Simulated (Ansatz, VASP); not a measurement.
# HfC in two plane-wave programs, part 2 of 2

Wanted: the spread between two codes on one cell, functional and k mesh. The cell is taken from a series of runs on this material, whose earlier steps may have relaxed, scaled, displaced or heated it; both programs get it as it stands.

VASP 6.6.1 and Ansatz 0.2.0.

So far: The structure; Ansatz: zone-centre phonons, PBEsol.

## 3. VASP: zone-centre phonons, PBEsol

Level of this step: PBEsol; plane waves and PAW (C, Hf_pv) (VASP).

The same cell, functional, mesh and smearing now go to VASP, with its own data sets.

Lines of VASP's logs that name or quote its potential files are left out, and so is its time.

INCAR

```
SYSTEM = HfC
PREC = Accurate
ENCUT = 600
EDIFF = 1E-08
NELM = 120
ISMEAR = 1
SIGMA = 0.2
LREAL = .FALSE.
ALGO = Normal
GGA = PS
NBANDS = 13
LASPH = .TRUE.
LORBIT = 11
LWAVE = .FALSE.
LCHARG = .FALSE.
ISIF = 2
IBRION = 8
GGA_COMPAT = .FALSE.
KPAR = 2
```

POSCAR

```
HfC
1.0
    0.0000000000      2.3957232734      2.2705621623
    2.3957232734      0.0000000000      2.2705621623
    2.3957232734      2.3957232734      0.0000000000
C Hf
1 1
Direct
    0.0000000000      0.0000000000      0.0000000000
    0.5000000000      0.5000000000      0.5000000000
```

KPOINTS

```
Automatic mesh
0
Gamma
16 16 16
0 0 0
```

The projector-augmented-wave data sets are C and Hf_pv (PBE family, release 64).

On the command line:

```
> mpirun -np 2 vasp_std
```

Numbers of over 12 decimals in the logs are rounded to 6 here.

The program printed:

```text
[banner, memory and clock lines left out]
running    2 mpi-ranks, on    1 nodes
 distrk:  each k-point on    1 cores,    2 groups
 distr:  one band on    1 cores,    1 groups

 POSCAR found type information on POSCAR C Hf
 POSCAR found :  2 types and       2 ions
|                                                                             |
|               ----> ADVICE to this user running VASP <----                  |
|                                                                             |
|     You enforced a specific xc type in the INCAR file but a different       |
|     [... a line on the potential file left out ...]
|     I HOPE YOU KNOW WHAT YOU ARE DOING!                                     |
|                                                                             |

 LDA part: xc-table for (Slater+PW92), standard interpolation
 POSCAR, INCAR and KPOINTS ok, starting setup
 FFT: planning ... GRIDC
 FFT: planning ... GRID_SOFT
 FFT: planning ... GRID
 WAVECAR not read
 entering main loop
       N       E                     dE             d eps       ncg     rms          rms(c)
DAV:   1     0.248924550570E+02    0.24892E+02   -0.84948E+03  9082   0.117E+03
DAV:   2    -0.231627283536E+02   -0.48055E+02   -0.44673E+02 11469   0.219E+02
DAV:   3    -0.250148588723E+02   -0.18521E+01   -0.18412E+01 11431   0.306E+01
DAV:   4    -0.250261781420E+02   -0.11319E-01   -0.11313E-01 10087   0.286E+00
DAV:   5    -0.250262627076E+02   -0.84566E-04   -0.84564E-04 11363   0.227E-01    0.552E+01
DAV:   6    -0.221620578939E+02    0.28642E+01   -0.12901E+01 10494   0.186E+01    0.394E+01
DAV:   7    -0.220847775025E+02    0.77280E-01   -0.60609E-01 10202   0.543E+00    0.237E+01
DAV:   8    -0.220710484921E+02    0.13729E-01   -0.89948E-02 10999   0.236E+00    0.590E+00
DAV:   9    -0.220632238667E+02    0.78246E-02   -0.33695E-02 10644   0.104E+00    0.201E+00
DAV:  10    -0.220627486651E+02    0.47520E-03   -0.19644E-03 10719   0.318E-01    0.104E-01
DAV:  11    -0.220627468715E+02    0.17936E-05   -0.96305E-05 10964   0.864E-02    0.431E-02
DAV:  12    -0.220627467458E+02    0.12574E-06   -0.19356E-06 11040   0.124E-02    0.512E-03
DAV:  13    -0.220627465941E+02    0.15163E-06   -0.31487E-07 11356   0.348E-03    0.141E-03
DAV:  14    -0.220627465646E+02    0.29502E-07   -0.24771E-08 10083   0.136E-03    0.379E-04
DAV:  15    -0.220627465728E+02   -0.81789E-08   -0.21480E-09  5027   0.410E-04
   1 F= -.22062747E+02 E0= -.22062754E+02  d E =0.223677E-04
 Linear response reoptimize wavefunctions to high precision
DAV:   1    -0.220627465759E+02   -0.31132E-08   -0.39877E-10  5767   0.177E-04
DAV:   2    -0.220627465759E+02    0.77307E-11   -0.36754E-11  4747   0.524E-05
 Linear response DOF=           4
 Linear response progress:
  Degree of freedom:   1/  4
       N       E                     dE             d eps       ncg     rms          rms(c)
RMM:   1    -0.118093361489E+00   -0.11809E+00    0.49380E-02 35810   0.180E+00
RMM:   2    -0.116760189183E+00    0.13332E-02   -0.25472E-03 25870   0.311E-01    0.305E-01
RMM:   3    -0.117128704663E+00   -0.36852E-03   -0.52719E-04 23732   0.130E-01    0.157E-01
RMM:   4    -0.117951389123E+00   -0.82268E-03   -0.34052E-04 24662   0.101E-01    0.304E-02
RMM:   5    -0.117953247202E+00   -0.18581E-05   -0.95159E-06 26985   0.222E-02    0.872E-03
RMM:   6    -0.117950270914E+00    0.29763E-05   -0.47767E-07 28564   0.434E-03    0.432E-03
RMM:   7    -0.117941135490E+00    0.91354E-05   -0.79079E-08 27646   0.179E-03    0.268E-03
RMM:   8    -0.117943714997E+00   -0.25795E-05   -0.13647E-08 28367   0.773E-04    0.310E-04
RMM:   9    -0.117943054119E+00    0.66088E-06    0.49406E-09 30211   0.161E-04    0.222E-04
RMM:  10    -0.117943039796E+00    0.14322E-07   -0.17377E-09 30447   0.418E-05    0.536E-05
RMM:  11    -0.117943031107E+00    0.86892E-08   -0.28658E-09 29401   0.121E-05    0.893E-06
 first order change of Fermi-energy  -0.13262E-02
 force on displaced ion       1 direction 1 :  -4.532   0.000   0.000
 Linear response progress:
  Degree of freedom:   2/  4
       N       E                     dE             d eps       ncg     rms          rms(c)
RMM:   1    -0.125068600532E+00   -0.12507E+00    0.23687E-02 19716   0.195E+00
RMM:   2    -0.119475204513E+00    0.55934E-02   -0.45082E-03 14570   0.381E-01    0.548E-01
RMM:   3    -0.119856548840E+00   -0.38134E-03   -0.80263E-04 13345   0.159E-01    0.292E-01
RMM:   4    -0.120811477002E+00   -0.95493E-03   -0.42011E-04 13647   0.114E-01    0.446E-02
RMM:   5    -0.120795964189E+00    0.15513E-04   -0.13270E-05 14698   0.268E-02    0.130E-02
RMM:   6    -0.120800321247E+00   -0.43571E-05   -0.50809E-07 15897   0.478E-03    0.493E-03
RMM:   7    -0.120787699908E+00    0.12621E-04   -0.13682E-07 15037   0.251E-03    0.259E-03
RMM:   8    -0.120793133098E+00   -0.54332E-05   -0.25123E-08 15806   0.852E-04    0.541E-04
RMM:   9    -0.120791851205E+00    0.12819E-05   -0.15976E-08 16659   0.203E-04    0.186E-04
RMM:  10    -0.120791675115E+00    0.17609E-06   -0.15399E-08 16795   0.537E-05    0.391E-05
RMM:  11    -0.120791691228E+00   -0.16112E-07   -0.26068E-09 16678   0.162E-05    0.631E-06
RMM:  12    -0.120791723304E+00   -0.32077E-07   -0.27825E-09 16081   0.673E-06    0.306E-06
RMM:  13    -0.120791717706E+00    0.55982E-08    0.92240E-10 11801   0.320E-06    0.222E-07
 first order change of Fermi-energy   0.14088E-02
 force on displaced ion       1 direction 3 :   0.000   0.000 -10.263
 Linear response progress:
  Degree of freedom:   3/  4
       N       E                     dE             d eps       ncg     rms          rms(c)
RMM:   1    -0.218025926390E+00   -0.21803E+00    0.35176E+00 17987   0.118E+01
RMM:   2    -0.215921352029E+00    0.21046E-02   -0.31450E-02 24911   0.129E+00    0.432E-01
RMM:   3    -0.215245868888E+00    0.67548E-03   -0.97575E-04 31385   0.155E-01    0.156E-01
RMM:   4    -0.214789244612E+00    0.45662E-03   -0.73008E-05 33907   0.512E-02    0.112E-01
RMM:   5    -0.214319263508E+00    0.46998E-03   -0.26636E-05 32738   0.392E-02    0.115E-02
RMM:   6    -0.214305978984E+00    0.13285E-04   -0.23174E-06 34472   0.971E-03    0.373E-03
RMM:   7    -0.214317014509E+00   -0.11036E-04    0.97553E-07 35127   0.265E-03    0.445E-03
RMM:   8    -0.214317485610E+00   -0.47110E-06    0.66176E-07 35217   0.571E-04    0.115E-03
RMM:   9    -0.214317669697E+00   -0.18409E-06   -0.41043E-08 37117   0.247E-04    0.202E-04
RMM:  10    -0.214317888521E+00   -0.21882E-06   -0.20325E-07 36111   0.788E-05    0.402E-05
RMM:  11    -0.214317940816E+00   -0.52294E-07   -0.37813E-08 39033   0.305E-05    0.289E-05
RMM:  12    -0.214317948224E+00   -0.74084E-08    0.33354E-08 35214   0.112E-05    0.176E-05
 first order change of Fermi-energy   0.13986E-02
 force on displaced ion       2 direction 1 :  -4.532   0.000   0.000
 Linear response progress:
  Degree of freedom:   4/  4
       N       E                     dE             d eps       ncg     rms          rms(c)
RMM:   1    -0.213116407650E+00   -0.21312E+00    0.40230E+00 10097   0.124E+01
RMM:   2    -0.210620930550E+00    0.24955E-02   -0.32536E-02 14024   0.132E+00    0.621E-01
RMM:   3    -0.209708939465E+00    0.91199E-03   -0.10889E-03 17566   0.175E-01    0.284E-01
RMM:   4    -0.209085013448E+00    0.62393E-03   -0.12089E-04 18683   0.691E-02    0.160E-01
RMM:   5    -0.208614431106E+00    0.47058E-03   -0.40758E-05 18718   0.454E-02    0.180E-02
RMM:   6    -0.208606509132E+00    0.79220E-05   -0.34866E-06 18601   0.131E-02    0.949E-03
RMM:   7    -0.208613401156E+00   -0.68920E-05   -0.40878E-06 20216   0.296E-03    0.912E-03
RMM:   8    -0.208613224165E+00    0.17699E-06   -0.64981E-06 19693   0.780E-04    0.267E-03
RMM:   9    -0.208613585698E+00   -0.36153E-06   -0.50000E-06 20739   0.381E-04    0.575E-05
RMM:  10    -0.208614008290E+00   -0.42259E-06   -0.30658E-06 20097   0.135E-04    0.181E-05
RMM:  11    -0.208614115280E+00   -0.10699E-06   -0.15410E-06 21651   0.571E-05    0.515E-05
RMM:  12    -0.208614140664E+00   -0.25384E-07   -0.83222E-07 20410   0.266E-05    0.590E-05
RMM:  13    -0.208614162307E+00   -0.21643E-07   -0.42963E-07 18892   0.150E-05    0.100E-05
RMM:  14    -0.208614156952E+00    0.53543E-08   -0.25722E-07 15565   0.918E-06    0.190E-05
RMM:  15    -0.208614160239E+00   -0.32864E-08   -0.13812E-07 12721   0.601E-06    0.123E-05
RMM:  16    -0.208614164282E+00   -0.40435E-08   -0.84109E-08 12511   0.455E-06    0.495E-07
 first order change of Fermi-energy  -0.11738E-02
 force on displaced ion       2 direction 3 :   0.000   0.000 -10.260
 Linear response finished
```

Parts of OUTCAR (step 3):

```text
ion  position               nearest neighbor table
   1  0.000  0.000  0.000-   2 2.27   2 2.27   2 2.40   2 2.40   2 2.40   2 2.40
   2  0.500  0.500  0.500-   1 2.27   1 2.27   1 2.40   1 2.40   1 2.40   1 2.40

  LATTYP: Found a body centered tetragonal cell.
 ALAT       =     3.3880643449
 C/A-ratio  =     1.3403300121

 Subroutine GETGRP returns: Found 16 space group operations
 (whereof 16 operations were pure point group operations)

The static configuration has the point symmetry D_4h.

 Found    349 irreducible k-points:

   k-points           NKPTS =    349   k-points in BZ     NKDIM =    349   number of bands    NBANDS=     13

   dimension x,y,z NGX =    28 NGY =   28 NGZ =   28
   dimension x,y,z NGXF=    56 NGYF=   56 NGZF=   56

   ENCUT  =  600.0 eV  44.10 Ry    6.64 a.u.   6.59  6.59  6.77*2*pi/ulx,y,z

   NELECT =      14.0000    total number of electrons

 k-points in reciprocal lattice and weights: Automatic mesh
   0.00000000  0.00000000  0.00000000       0.000
   0.06250000  0.00000000  0.00000000       0.002
   0.12500000  0.00000000  0.00000000       0.002
   0.18750000  0.00000000  0.00000000       0.002
   0.25000000  0.00000000  0.00000000       0.002
   0.31250000  0.00000000  0.00000000       0.002
   0.37500000  0.00000000  0.00000000       0.002
   0.43750000  0.00000000  0.00000000       0.002
   0.50000000  0.00000000  0.00000000       0.001
[...]
-0.31250000  0.18750000  0.50000000       0.001
  -0.25000000  0.25000000  0.50000000       0.000

 average (electrostatic) potential at core
       1 -48.2070       2 -35.7354

  Total       -3.2370034     -3.2370034     -0.0710442      0.0000000     -0.0000000      0.0000000
  in kB     -198.9834906   -198.9834906     -4.3671969      0.0000000     -0.0000000      0.0000000
  external PRESSURE =    -134.1113927 kB  Pullay stress =       0.0000000 kB

  energy-cutoff  :      600.00
  volume of cell :       26.06
      direct lattice vectors                 reciprocal lattice vectors
     0.000000000  2.395723273  2.270562162    -0.208705240  0.208705240  0.220209783
     2.395723273  0.000000000  2.270562162     0.208705240 -0.208705240  0.220209783
     2.395723273  2.395723273  0.000000000     0.208705240  0.208705240 -0.220209783

 POSITION                                       TOTAL-FORCE (eV/Angst)
 -----------------------------------------------------------------------------------
      0.00000      0.00000      0.00000         0.000000      0.000000      0.000000
      2.39572      2.39572      2.27056        -0.000000     -0.000000      0.000000
 -----------------------------------------------------------------------------------
    total drift:                                0.000000      0.000000      0.000000

 Eigenvectors and eigenvalues of the dynamical matrix
 ----------------------------------------------------

   1 f  =   14.928858 THz    93.800781 2PiTHz  497.973099 cm-1    61.740768 meV
             X         Y         Z           dx          dy          dz
      0.000000  0.000000  0.000000     0.000000    0.000000    0.967968
      2.395723  2.395723  2.270562     0.000000    0.000000   -0.251072

   2 f  =    9.920574 THz    62.332808 2PiTHz  330.914745 cm-1    41.028181 meV
             X         Y         Z           dx          dy          dz
      0.000000  0.000000  0.000000     0.967964    0.000000    0.000000
      2.395723  2.395723  2.270562    -0.251090    0.000000    0.000000

   3 f  =    9.920574 THz    62.332808 2PiTHz  330.914745 cm-1    41.028181 meV
             X         Y         Z           dx          dy          dz
      0.000000  0.000000  0.000000     0.000000    0.967964    0.000000
      2.395723  2.395723  2.270562     0.000000   -0.251090    0.000000

   4 f/i=    0.000063 THz     0.000398 2PiTHz    0.002112 cm-1     0.000262 meV
             X         Y         Z           dx          dy          dz
      0.000000  0.000000  0.000000    -0.251090    0.000000    0.000000
      2.395723  2.395723  2.270562    -0.967964    0.000000    0.000000

   5 f/i=    0.000063 THz     0.000398 2PiTHz    0.002112 cm-1     0.000262 meV
             X         Y         Z           dx          dy          dz
      0.000000  0.000000  0.000000     0.000000   -0.251090    0.000000
      2.395723  2.395723  2.270562     0.000000   -0.967964    0.000000

   6 f/i=    0.000378 THz     0.002376 2PiTHz    0.012612 cm-1     0.001564 meV
             X         Y         Z           dx          dy          dz
      0.000000  0.000000  0.000000     0.000000    0.000000   -0.251072
      2.395723  2.395723  2.270562     0.000000    0.000000   -0.967968

 ELASTIC MODULI CONTR FROM IONIC RELAXATION (kBar)
 Direction    XX          YY          ZZ          XY          YZ          ZX
 --------------------------------------------------------------------------------
 XX           0.0000      0.0000      0.0000      0.0000      0.0000      0.0000
 YY           0.0000      0.0000      0.0000      0.0000      0.0000      0.0000
 ZZ           0.0000      0.0000      0.0000      0.0000      0.0000      0.0000
 XY           0.0000      0.0000      0.0000      0.0000      0.0000      0.0000
 YZ           0.0000      0.0000      0.0000      0.0000      0.0000      0.0000
 ZX           0.0000      0.0000      0.0000      0.0000      0.0000      0.0000
 --------------------------------------------------------------------------------
```

## 4. Comparison

Known differences besides the potentials themselves: the data sets hold 30 valence electrons in Ansatz (on its PAW soft_1 files) and 14 in VASP; the cutoff is 420 eV in Ansatz and 600 eV in VASP; Ansatz makes its cores anew for this functional, VASP keeps those of its PBE data sets. Total energies have different zeros and are not compared.

Both answers:

```tsv
quantity	Ansatz	VASP	difference
optical mode 1 to 2 (cm⁻¹)	334.1	330.9	+0.97 %
optical mode 3 (cm⁻¹)	497.8	498.0	-0.03 %
```

Modes are paired by rising frequency, not by their patterns, so a pair may set unlike modes beside each other; they are those without the splitting of longitudinal modes.

## 5. Summary of results

| Quantity | Value |
| --- | --- |
| r.m.s. difference of the optical zone-centre modes, each program's sorted by frequency (zone-centre phonons, PBEsol) | 2.6 cm⁻¹ |
| difference in optical mode 1 to 2 (zone-centre phonons, PBEsol) | +1.0 % |

**Reading.** The r.m.s. difference of the optical zone-centre modes, each program's sorted by frequency is 2.6 cm⁻¹ (zone-centre phonons, PBEsol). The data sets hold unlike numbers of valence electrons (30 in Ansatz and 14 in VASP), so part of the differences comes from the potentials. Among the rows given in per cent, the largest difference of the zone-centre phonons, PBEsol pair is in optical mode 1 to 2, +1.0 %. How closely two codes agree says nothing of how well the functional describes the real material.

[Lines on the potential files, build, host, timing and source positions are cut from VASP's logs without a mark.]

[Logs are printed without paths, hosts, clocks, repeated set-up lines and the standing remarks that a program may print on its own settings, such as how far it seeks lower states.]

[Hosts, paths, dates, database ids (printed as entryN), source tags and the programs' standing remarks are cut or masked in the printed files.]
